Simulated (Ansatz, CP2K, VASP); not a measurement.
**One calculation of Sr2SO, 3 ways**

```xyz
4
Lattice="4.0432 0.0000 0.0000 0.0000 4.0432 0.0000 0.0000 0.0000 5.7180" Properties=species:S:1:pos:R:3 pbc="T T T"
Sr    2.0216    2.0216    2.8590
Sr    0.0000    0.0000    0.0000
S     0.0000    0.0000    2.8590
O     2.0216    2.0216    0.0000
```

The cell comes from a database or a generator and needn't be the stable form of this composition.

Alike in all runs: task band structure; functional PBEsol; k mesh 5 × 5 × 4; occupations fermi-dirac, width 0.05 eV; no spin polarisation; no spin-orbit coupling. Pressure is positive in compression and, in plane waves, holds the error of the finite cutoff, which Ansatz's Pulay term estimates and takes out. Gaps are the smaller of the mesh's and the band path's.

```tsv
program and potentials	plane-wave cutoff (eV)	notes	band gap (eV)	pressure (GPa)
Ansatz, Ansatz PAW	420	potentials made for PBE, which Ansatz adapts in part; Pulay term of +0.14 GPa included	2.14	-2.67
VASP, PBE PAW files O, S, Sr_sv, 520 eV	520	potentials made for PBE	?	?
CP2K, POTENTIAL_UZH Sr GTH-PBE-q10, S GTH-PBE-q6, O GTH-PBE-q6; TZVP-MOLOPT-PBE-GTH basis	-	atomic basis; potentials made for PBE	2.46	-1.67
```

Problem. Estimate from the other rows what the run with VASP, PBE PAW files O, S, Sr_sv, 520 eV gave.

Solution. Band gap 2.12 eV; pressure -2.41 GPa. The other rows, which needn't bracket it: band gap 2.14 to 2.46; pressure -2.67 to -1.67.
